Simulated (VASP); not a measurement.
# TaC (relaxed from the CsCl structure, space group Pm-3m): computed properties

Level of theory: PBEsol GGA, VASP's PBE PAW potentials (set 64) (plane waves; VASP).

```json
{
 "space_group": "Pm-3m (221)",
 "cell": "a = 2.772 Å, b = 2.772 Å, c = 2.772 Å, α = 90.00°, β = 90.00°, γ = 90.00°",
 "volume_per_atom": "10.65 Å³/atom",
 "band gap (over mesh and band path)": "none (metal, semimetal or under 0.01 eV)",
 "density": "15.04 g/cm³"
}
```

```cif
data_CTa
_chemical_formula_sum 'Ta1 C1'
_space_group_name_H-M_alt 'Pm-3m'
_space_group_IT_number 221
_space_group_name_Hall '-P 4 2 3'
_cell_length_a 2.77213
_cell_length_b 2.77213
_cell_length_c 2.77213
_cell_angle_alpha 90.000
_cell_angle_beta 90.000
_cell_angle_gamma 90.000
loop_
_atom_site_label
_atom_site_type_symbol
_atom_site_symmetry_multiplicity
_atom_site_Wyckoff_symbol
_atom_site_fract_x
_atom_site_fract_y
_atom_site_fract_z
_atom_site_occupancy
Ta1 Ta 1 a 0.00000 0.00000 0.00000 1
C1 C 1 b 0.50000 0.50000 0.50000 1
```

Unless said otherwise, spin-orbit coupling is left out, though it shifts the bands of the heavy elements here.

The structure was generated: TaC was put into the CsCl type (Pm-3m), which need not be its known phase. It was relaxed first, which changed the volume by -13 %. Symmetry was kept, so distortions that lower it aren't found. The electron count is odd and the run is not spin-polarised, which forces a metal.
